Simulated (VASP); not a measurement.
Method: MS2 meta-GGA, VASP's PBE PAW potentials (set 64) (plane waves; VASP).

A VASP calculation is set up with these files.

POSCAR:
```
InAs
1
    0.0000000000     3.0300000000     3.0300000000
    3.0300000000     0.0000000000     3.0300000000
    3.0300000000     3.0300000000     0.0000000000
In As
1 1
Direct
  0.0000000000   0.0000000000   0.0000000000
  0.2500000000   0.2500000000   0.2500000000
```

### INCAR
```
EDIFF = 1E-6   ! SCF stop (eV)
METAGGA = MS2
NELM = 100
LCHARG = .FALSE.
EDIFFG = -0.01   ! ionic stop
SYSTEM = InAs
LMIXTAU = .TRUE.
PREC = Accurate
ISMEAR = 0
ISIF = 3
ENCUT = 520   ! plane-wave cut-off (eV)
LASPH = .TRUE.   ! aspherical one-centre terms
LWAVE = .FALSE.
LMAXMIX = 4   ! l cut-off of mixed one-centre charges
SIGMA = 0.05   ! width (eV)
IBRION = 2   ! conjugate gradients
LREAL = .FALSE.
ALGO = Normal   ! blocked Davidson
NSW = 60
```

**KPOINTS**
```
Automatic mesh
0
gamma
  7 7 7
0 0 0
```

POTCAR, in this order: In_d As (PBE.64 set). Program: vasp_std.

Output

**OSZICAR**
```
       N       E                     dE             d eps       ncg     rms          rms(c)
DAV:   1     0.104104446438E+03    0.10410E+03   -0.78076E+03   525   0.136E+03
DAV:   2    -0.957373970128E+01   -0.11368E+03   -0.11029E+03   520   0.308E+02
DAV:   3    -0.171521769707E+02   -0.75784E+01   -0.75137E+01   705   0.874E+01
DAV:   4    -0.173340718979E+02   -0.18189E+00   -0.18179E+00   596   0.145E+01
DAV:   5    -0.173403828306E+02   -0.63109E-02   -0.63107E-02   747   0.242E+00    0.194E+01
DAV:   6    -0.625626986368E+01    0.11084E+02   -0.25659E+01   620   0.131E+02    0.472E+00
DAV:   7    -0.567070866856E+01    0.58556E+00   -0.40142E+00   595   0.405E+01    0.486E+00
DAV:   8    -0.530998358126E+01    0.36073E+00   -0.91506E-01   520   0.119E+01    0.167E+00
DAV:   9    -0.548611775721E+01   -0.17613E+00   -0.23788E-01   530   0.800E+00    0.834E-01
DAV:  10    -0.548223942109E+01    0.38783E-02   -0.19864E-02   630   0.273E+00    0.466E-01
DAV:  11    -0.547562539495E+01    0.66140E-02   -0.21304E-02   520   0.166E+00    0.329E-01
DAV:  12    -0.548369483840E+01   -0.80694E-02   -0.17056E-02   550   0.269E+00    0.225E-01
DAV:  13    -0.548288616536E+01    0.80867E-03   -0.10317E-03   630   0.682E-01    0.153E-01
DAV:  14    -0.548288354861E+01    0.26168E-05   -0.84730E-06   658   0.367E-02    0.145E-01
DAV:  15    -0.548288136492E+01    0.21837E-05   -0.15837E-06   423   0.196E-02    0.164E-01
DAV:  16    -0.548277031092E+01    0.11105E-03   -0.10692E-03   620   0.675E-01    0.274E-01
DAV:  17    -0.548277605398E+01   -0.57431E-05   -0.18335E-04   535   0.227E-01    0.238E-01
DAV:  18    -0.548281939053E+01   -0.43337E-04   -0.45607E-05   610   0.115E-01    0.110E-01
DAV:  19    -0.548282645591E+01   -0.70654E-05   -0.13819E-05   570   0.572E-02    0.176E-02
DAV:  20    -0.548282844824E+01   -0.19923E-05   -0.31211E-06   607   0.305E-02    0.451E-03
DAV:  21    -0.548282847784E+01   -0.29600E-07   -0.78926E-07   330   0.179E-02
   1 F= -.54828285E+01 E0= -.54827536E+01  d E =-.548283E+01
       N       E                     dE             d eps       ncg     rms          rms(c)
DAV:   1    -0.562716144455E+01   -0.14433E+00   -0.36518E+00   650   0.434E+01    0.298E+00
DAV:   2    -0.550334125289E+01    0.12382E+00   -0.38097E-01   620   0.151E+01    0.757E-01
DAV:   3    -0.548817385803E+01    0.15167E-01   -0.17503E-02   764   0.203E+00    0.519E-01
DAV:   4    -0.548609850217E+01    0.20754E-02   -0.54331E-03   620   0.138E+00    0.639E-01
DAV:   5    -0.548628102628E+01   -0.18252E-03   -0.19572E-04   655   0.205E-01    0.670E-01
DAV:   6    -0.548650936957E+01   -0.22834E-03   -0.18790E-02   650   0.270E+00    0.135E+00
DAV:   7    -0.548651467931E+01   -0.53097E-05   -0.31318E-04   535   0.192E-01    0.136E+00
DAV:   8    -0.548546145181E+01    0.10532E-02   -0.14922E-03   540   0.652E-01    0.526E-01
DAV:   9    -0.548523638834E+01    0.22506E-03   -0.42769E-03   530   0.718E-01    0.328E+00
DAV:  10    -0.548558381290E+01   -0.34742E-03   -0.11160E-03   520   0.374E-01    0.214E+00
DAV:  11    -0.548545805196E+01    0.12576E-03   -0.44451E-04   525   0.304E-01    0.133E+00
DAV:  12    -0.548561415258E+01   -0.15610E-03   -0.60297E-04   535   0.524E-01    0.607E-01
DAV:  13    -0.548572338056E+01   -0.10923E-03   -0.20247E-04   565   0.156E-01    0.528E-01
DAV:  14    -0.548569634848E+01    0.27032E-04   -0.95403E-05   535   0.139E-01    0.359E-01
DAV:  15    -0.548569495353E+01    0.13950E-05   -0.65527E-06   600   0.295E-02    0.308E-01
DAV:  16    -0.548568427617E+01    0.10677E-04   -0.16097E-05   555   0.494E-02    0.136E-01
DAV:  17    -0.548567979588E+01    0.44803E-05   -0.40707E-06   600   0.146E-02    0.587E-02
DAV:  18    -0.548567848007E+01    0.13158E-05   -0.22594E-07   280   0.723E-03    0.363E-02
DAV:  19    -0.548567629640E+01    0.21837E-05   -0.91206E-07   270   0.131E-02    0.109E-02
DAV:  20    -0.548567620686E+01    0.89542E-07   -0.20956E-07   275   0.857E-03
   2 F= -.54856762E+01 E0= -.54855602E+01  d E =-.284773E-02
       N       E                     dE             d eps       ncg     rms          rms(c)
DAV:   1    -0.550135139999E+01   -0.15675E-01   -0.37169E-01   660   0.132E+01    0.989E-01
DAV:   2    -0.548819402871E+01    0.13157E-01   -0.41944E-02   620   0.532E+00    0.237E-01
DAV:   3    -0.548669921823E+01    0.14948E-02   -0.16799E-03   777   0.624E-01    0.188E-01
DAV:   4    -0.548654062152E+01    0.15860E-03   -0.31575E-04   610   0.321E-01    0.216E-01
DAV:   5    -0.548668100140E+01   -0.14038E-03   -0.16570E-04   625   0.272E-01    0.172E-01
DAV:   6    -0.548645277655E+01    0.22822E-03   -0.16675E-03   635   0.839E-01    0.259E-01
DAV:   7    -0.548647406134E+01   -0.21285E-04   -0.12404E-04   615   0.201E-01    0.797E-02
DAV:   8    -0.548646946921E+01    0.45921E-05   -0.94311E-06   575   0.413E-02    0.134E-01
DAV:   9    -0.548643673446E+01    0.32735E-04   -0.43380E-05   520   0.133E-01    0.112E-01
DAV:  10    -0.548645589371E+01   -0.19159E-04   -0.41751E-05   520   0.102E-01    0.104E-01
DAV:  11    -0.548645792673E+01   -0.20330E-05   -0.49691E-06   615   0.385E-02    0.284E-02
DAV:  12    -0.548645898891E+01   -0.10622E-05   -0.66186E-07   265   0.140E-02    0.730E-03
DAV:  13    -0.548645892855E+01    0.60353E-07   -0.28965E-07   260   0.102E-02
   3 F= -.54864589E+01 E0= -.54863299E+01  d E =-.363045E-02
```

File OUTCAR:
```
------------------------ aborting loop because EDIFF is reached ----------------------------------------
  FORCE on cell =-STRESS in cart. coord.  units (eV):
  Direction    XX          YY          ZZ          XY          YZ          ZX
  --------------------------------------------------------------------------------------
  Total        0.0058828      0.0058828      0.0058828     -0.0000000      0.0000000     -0.0000000
  in kB        0.1662232      0.1662232      0.1662232     -0.0000000      0.0000000     -0.0000000
  external PRESSURE =       0.1662232 kB  Pullay stress =       0.0000000 kB
  volume of cell :       56.70
      direct lattice vectors                 reciprocal lattice vectors
     0.000000000  3.049231466  3.049231466    -0.163975745  0.163975745  0.163975745
     3.049231466  0.000000000  3.049231466     0.163975745 -0.163975745  0.163975745
     3.049231466  3.049231466 -0.000000000     0.163975745  0.163975745 -0.163975745
  FREE ENERGIE OF THE ION-ELECTRON SYSTEM (eV)
  ---------------------------------------------------
  free  energy   TOTEN  =        -5.4864589286 eV

  energy  without entropy=       -5.4862008370  energy(sigma->0) =       -5.48632988

 reached required accuracy - stopping structural energy minimisation
```
(Selected blocks of OUTCAR.)

CONTCAR:
```
InAs
   1.00000000000000
     0.0000000000000000    3.0492314656414021    3.0492314656414021
     3.0492314656414021    0.0000000000000000    3.0492314656414021
     3.0492314656414021    3.0492314656414021   -0.0000000000000000
  In              As
     1     1
Direct
     0.0000000000000000    0.0000000000000000    0.0000000000000000
     0.2500000000000000    0.2500000000000000    0.2500000000000000
```

The compound is InAs in the zinc blende structure. This run relaxes it. Symmetry was kept, so distortions that lower it aren't found.
